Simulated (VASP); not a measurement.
# In3Cu (Pm-3m) in VASP: phonons with PBE

Aim: the phonons of In3Cu with PBE.

Everything below comes from runs of VASP 6.6.1. Logs are shortened: lines on timing, memory, paths and dates and some standing lists are left out, and cuts for length are marked.

## (1) The structure

Symmetry: Pm-3m, No. 221, cubic system. Conventional cell: a = 4.483 Å, b = 4.483 Å, c = 4.483 Å, α = 90.00°, β = 90.00°, γ = 90.00°. In (site symmetry 4/mmm) has 8 In at 3.17 Å and 4 Cu at 3.17 Å as nearest neighbours. Around Cu (site symmetry m-3m) lie 12 In at 3.17 Å.

The cell comes from a database or a generator and needn't be the stable form of this composition.

## (2) Phonons, PBE

POSCAR

```
In3Cu
1.0
    4.4827670000      0.0000000000      0.0000000000
    0.0000000000      4.4827670000      0.0000000000
    0.0000000000      0.0000000000      4.4827670000
In Cu
3 1
Direct
    0.5000000000      0.5000000000      0.0000000000
    0.5000000000      0.0000000000      0.5000000000
    0.0000000000      0.5000000000      0.5000000000
    0.0000000000      0.0000000000      0.0000000000
```

INCAR.step1

```
PREC = Accurate ; ENCUT = 600
EDIFF = 1E-8 ; ISMEAR = -1
SIGMA = 0.05 ; LREAL = F
LASPH = T ; NELM = 60
ALGO = Normal ; ISIF = 3
LWAVE = F ; LCHARG = F
GGA = PE ; IBRION = 2
NSW = 40 ; EDIFFG = -0.002
KPAR = 2
```

INCAR.step2

```
PREC = Accurate ; ENCUT = 600
EDIFF = 1E-8 ; ISMEAR = -1
SIGMA = 0.05 ; LREAL = F
LASPH = T ; NELM = 60
ALGO = Normal ; ISIF = 2
LWAVE = F ; LCHARG = F
GGA = PE ; IBRION = 6
NFREE = 2 ; POTIM = 0.015
NSW = 1 ; KPAR = 2
```

KPOINTS

```
Automatic mesh
0
Gamma
  6 6 6
```

Potentials or basis: VASP PAW PBE potentials, release 64 (In_d, Cu).

Command:

```
$ cat potpaw_PBE.64/In_d/POTCAR potpaw_PBE.64/Cu/POTCAR > POTCAR
$ cp INCAR.step1 INCAR
$ mpirun -np 2 vasp_std > vasp.out
$ cp CONTCAR POSCAR
$ cp INCAR.step2 INCAR
$ mpirun -np 2 vasp_std > vasp.out
```

OUTCAR:

```text
PREC = Accurate
   ENCUT = 600
   EDIFF = 1E-8
   ISMEAR = -1
   LREAL = F
   LASPH = T
   NELM = 60
   ISIF = 2
   GGA = PE
   IBRION = 6
   NFREE = 2
   POTIM = 0.015
   NSW = 1

 ion  position               nearest neighbor table
   1  0.500  0.500  0.000-   2 3.18   3 3.18   4 3.18   2 3.18   3 3.18   2 3.18   4 3.18   2 3.18
                             3 3.18   4 3.18   3 3.18   4 3.18
   2  0.500  0.000  0.500-   1 3.18   3 3.18   4 3.18   1 3.18   4 3.18   1 3.18   3 3.18   1 3.18
                             3 3.18   4 3.18   4 3.18   3 3.18
   3  0.000  0.500  0.500-   1 3.18   2 3.18   4 3.18   1 3.18   4 3.18   2 3.18   4 3.18   4 3.18
                             1 3.18   2 3.18   1 3.18   2 3.18
   4  0.000  0.000  0.000-   1 3.18   2 3.18   3 3.18   2 3.18   3 3.18   1 3.18   3 3.18   3 3.18
                             1 3.18   2 3.18   2 3.18   1 3.18

  LATTYP: Found a simple cubic cell.
 ALAT       =     4.5037795208

  Lattice vectors:

 A1 = (   4.5037795208,   0.0000000000,   0.0000000000)
 A2 = (   0.0000000000,   4.5037795208,   0.0000000000)
 A3 = (   0.0000000000,   0.0000000000,   4.5037795208)

Analysis of symmetry for initial positions (statically):
=====================================================================
 Subroutine PRICEL returns:
 Original cell was already a primitive cell.

 Routine SETGRP: Setting up the symmetry group for a
 simple cubic supercell.

 Subroutine GETGRP returns: Found 48 space group operations
 (whereof 48 operations were pure point group operations)
 out of a pool of 48 trial point group operations.

The static configuration has the point symmetry O_h .

Analysis of symmetry for dynamics (positions and initial velocities):
=====================================================================
 Subroutine PRICEL returns:
 Original cell was already a primitive cell.

 Routine SETGRP: Setting up the symmetry group for a
 simple cubic supercell.

 Subroutine GETGRP returns: Found 48 space group operations
 (whereof 48 operations were pure point group operations)
 out of a pool of 48 trial point group operations.

The dynamic configuration has the point symmetry O_h .

 Subroutine INISYM returns: Found 48 space group operations
 (whereof 48 operations are pure point group operations),
 and found     1 'primitive' translations

----------------------------------------------------------------------------------------

                                     Primitive cell

  volume of cell :      91.3548

  direct lattice vectors                    reciprocal lattice vectors
     4.503779521  0.000000000  0.000000000     0.222035736  0.000000000  0.000000000
     0.000000000  4.503779521  0.000000000     0.000000000  0.222035736  0.000000000
     0.000000000  0.000000000  4.503779521     0.000000000  0.000000000  0.222035736

  length of vectors
     4.503779521  4.503779521  4.503779521     0.222035736  0.222035736  0.222035736

  position of ions in fractional coordinates (direct lattice)
     0.500000000  0.500000000  0.000000000
     0.500000000  0.000000000  0.500000000
     0.000000000  0.500000000  0.500000000
     0.000000000  0.000000000  0.000000000

  ion indices of the primitive-cell ions
   primitive index   ion index
                 1           1
                 2           2
                 3           3
                 4           4

----------------------------------------------------------------------------------------

 KPOINTS: Automatic mesh

Automatic generation of k-mesh.
 Grid dimensions read from file:
 generate k-points for:    6    6    6

[... 63 lines left out ...]
   NFREE  =      2    steps in history (QN), initial steepest desc. (CG)
   ISIF   =      2    stress and relaxation
   ISYM   =      2    0-nonsym 1-usesym 2-fastsym
   POTIM  = 0.0150    time-step for ionic-motion
   TEBEG  =    0.0;   TEEND  =   0.0 temperature during run
   PSTRESS=    0.0 pullay stress
   NELECT =      50.0000    total number of electrons
   NUPDOWN=      -1.0000    fix difference up-down
   EMIN   =  10.00;   EMAX   =-10.00  energy-range for DOS
   EFERMI =   0.00;   METHOD = LEGACY
   ISMEAR =    -1;   SIGMA  =   0.05  broadening in eV -4-tet -1-fermi 0-gaus
   EFERMI_NEDOS =   21; number of points for ismear=-14 and -15
   IALGO  =     38    algorithm
   IMIX   =      4    mixing-type and parameters
     AMIX     =   0.40;   BMIX     =  1.00
     AMIX_MAG =   1.60;   BMIX_MAG =  1.00
  volume/ion in A,a.u.               =      22.84       154.12
  Fermi-wavevector in a.u.,A,eV,Ry     =   1.339125  2.530579 24.398718  1.793255
  Thomas-Fermi vector in A             =   2.467541
   LORBIT       =      0    0 simple, 1 ext, 2 COOP (PROOUT), +10 PAW based schemes
   GGA     = PE    functional components
   LHFCALC =     F    Hartree Fock is set to
   AEXX    =    0.0000 exact exchange contribution
   IVDW    =     0    specifies the selected vdW correction
   LEPSILON=     F    determine dielectric tensor
   LRPA    =     F    only Hartree local field effects (RPA)
 finite differences with symmetry
 non-spin polarized calculation
  energy-cutoff  :      600.00
  volume of cell :       91.35
 maximum number of plane-waves:      3112
 NGX is ok and might be reduce to    36
   NGX = 17   NGY = 17   NGZ = 17

--------------------------------------- Ionic step        1  -------------------------------------------

 number of electron      50.0000059 magnetization

 Free energy of the ion-electron system (eV)
  ---------------------------------------------------
  ext. energy  EPLUGINS =         0.00000000
  ---------------------------------------------------
  free energy    TOTEN  =       -10.73964164 eV

  energy without entropy =      -10.72357728  energy(sigma->0) =      -10.73160946

------------------------ aborting loop because EDIFF is reached ----------------------------------------

  FORCE on cell =-STRESS in cart. coord.  units (eV):
  Direction    XX          YY          ZZ          XY          YZ          ZX
  --------------------------------------------------------------------------------------
  -------------------------------------------------------------------------------------
  Total        0.0055852      0.0055852      0.0055852      0.0000000      0.0000000     -0.0000000
  in kB        0.0979534      0.0979534      0.0979534      0.0000000      0.0000000     -0.0000000
  external PRESSURE =       0.0979534 kB  Pullay stress =       0.0000000 kB
[... 215 lines left out ...]
--------------------------------------- Ionic step        7  -------------------------------------------

 number of electron      50.0000051 magnetization

 Free energy of the ion-electron system (eV)
  ---------------------------------------------------
  ext. energy  EPLUGINS =         0.00000000
  ---------------------------------------------------
  free energy    TOTEN  =       -10.73963468 eV

  energy without entropy =      -10.72356626  energy(sigma->0) =      -10.73160047

 E-fermi :   7.3302     XC(G=0): -10.5535

 val. band max:        7.3136490797   @ k =   0.3333   0.5000   0.3333
 cond. band min:       7.3414519587   @ k =   0.3333   0.1667   0.5000
 fundamental gap:      0.0278028791
 Fermi energy:         7.3302254772

 k-point     1 :       0.0000    0.0000    0.0000
  band No.  band energies     occupation
      1      -7.5125      2.00000
      2      -7.5028      2.00000
      3      -7.5028      2.00000
      4      -7.5028      2.00000
      5      -7.2868      2.00000
      6      -7.2868      2.00000
[... 781 lines left out ...]
     29      11.6420      0.00000
     30      11.9942      0.00000

 [... further k-points ...]

------------------------ aborting loop because EDIFF is reached ----------------------------------------

  FORCE on cell =-STRESS in cart. coord.  units (eV):
  Direction    XX          YY          ZZ          XY          YZ          ZX
  --------------------------------------------------------------------------------------
  -------------------------------------------------------------------------------------
  Total        0.0068419      0.0060039      0.0060039      0.0000000      0.0000000      0.0000000
  in kB        0.1199925      0.1052955      0.1052955      0.0000000      0.0000000      0.0000000
  external PRESSURE =       0.1101945 kB  Pullay stress =       0.0000000 kB
[... 19 lines left out ...]
  FREE ENERGIE OF THE ION-ELECTRON SYSTEM (eV)
  ---------------------------------------------------
  free  energy   TOTEN  =       -10.7396346823 eV

  energy  without entropy=      -10.7235662594  energy(sigma->0) =      -10.73160047

 INTERNAL STRAIN TENSORS FROM DISPLACED ATOMS
 ============================================

 INTERNAL STRAIN TENSOR FOR ION    1 for displacements in x,y,z  (eV/Angst):
          X           Y           Z          XY          YZ          ZX
  --------------------------------------------------------------------------------
  x     0.00000     0.00000     0.00000     0.00000     0.00000     0.00000
  y     0.00000     0.00000     0.00000     0.00000     0.00000     0.00000
  z     0.00000     0.00000     0.00000     0.00000     0.00000     0.00000

 INTERNAL STRAIN TENSOR FOR ION    4 for displacements in x,y,z  (eV/Angst):
          X           Y           Z          XY          YZ          ZX
  --------------------------------------------------------------------------------
  x     0.00000     0.00000     0.00000     0.00000     0.00000     0.00000
  y     0.00000     0.00000     0.00000     0.00000     0.00000     0.00000
  z     0.00000     0.00000     0.00000     0.00000     0.00000     0.00000

 Eigenvectors and eigenvalues of the dynamical matrix
 ----------------------------------------------------

   1 f  =    3.855532 THz    24.225025 2PiTHz  128.606719 cm-1    15.945194 meV
             X         Y         Z           dx          dy          dz
      2.251890  2.251890  0.000000     0.021058    0.428775   -0.000000
      2.251890  0.000000  2.251890     0.021058   -0.788238   -0.000000
      0.000000  2.251890  2.251890    -0.038711    0.428775    0.000000
      0.000000  0.000000  0.000000    -0.004549   -0.092621   -0.000000
[... 71 lines left out ...]
  12 f/i=    0.036740 THz     0.230842 2PiTHz    1.225505 cm-1     0.151943 meV
             X         Y         Z           dx          dy          dz
      2.251890  2.251890  0.000000    -0.013525   -0.077098    0.589168
      2.251890  0.000000  2.251890    -0.013525   -0.081785    0.555404
      0.000000  2.251890  2.251890    -0.014348   -0.077098    0.555404
      0.000000  0.000000  0.000000    -0.003124   -0.017808    0.128284

 ELASTIC MODULI CONTR FROM IONIC RELAXATION (kBar)
 Direction    XX          YY          ZZ          XY          YZ          ZX
 --------------------------------------------------------------------------------
 XX           0.0000      0.0000      0.0000      0.0000      0.0000      0.0000
 YY           0.0000      0.0000      0.0000      0.0000      0.0000      0.0000
 ZZ           0.0000      0.0000      0.0000      0.0000      0.0000      0.0000
 XY           0.0000      0.0000      0.0000      0.0000      0.0000      0.0000
 YZ           0.0000      0.0000      0.0000      0.0000      0.0000      0.0000
 ZX           0.0000      0.0000      0.0000      0.0000      0.0000      0.0000
 --------------------------------------------------------------------------------
```

Wall time 5.2 min (2 MPI ranks of Intel Xeon Platinum 8375C at 2.90GHz (Ice Lake), shared host); peak memory 0.44 GiB.

Results:

```
Relaxed volume                                          : 22.84 Å³/atom
Relaxed cell                                            : a = 4.504 Å, b = 4.504 Å, c = 4.504 Å, α = 90.00°, β = 90.00°, γ = 90.00°
Space group after relaxing (to 0.05 Å)                  : Pm-3m (No. 221)
Highest phonon frequency at Γ, LO-TO splitting left out : 129 cm⁻¹
```

Step by step:
| step | energy change (eV) | largest force (eV/Å) | pressure (GPa) | volume (Å³) |
| --- | --- | --- | --- | --- |
| 1 | 0.0000 | 0.0000 | 0.69 | 90.08 |
| 2 | -0.0027 | 0.0000 | 0.01 | 91.35 |

Final structure:
```
In Cu
1.0
     4.50378    0.00000    0.00000
     0.00000    4.50378    0.00000
     0.00000    0.00000    4.50378
In Cu
3 1
Direct
  0.50000 0.50000 0.00000
  0.50000 0.00000 0.50000
  0.00000 0.50000 0.50000
  0.00000 0.00000 0.00000
```

Phonon frequencies in cm⁻¹ (negative: imaginary):
```tsv
q point	frequencies
(0.000, 0.000, 0.000)	-1 -1 -1 4 4 4 51 51 51 129 129 129
```
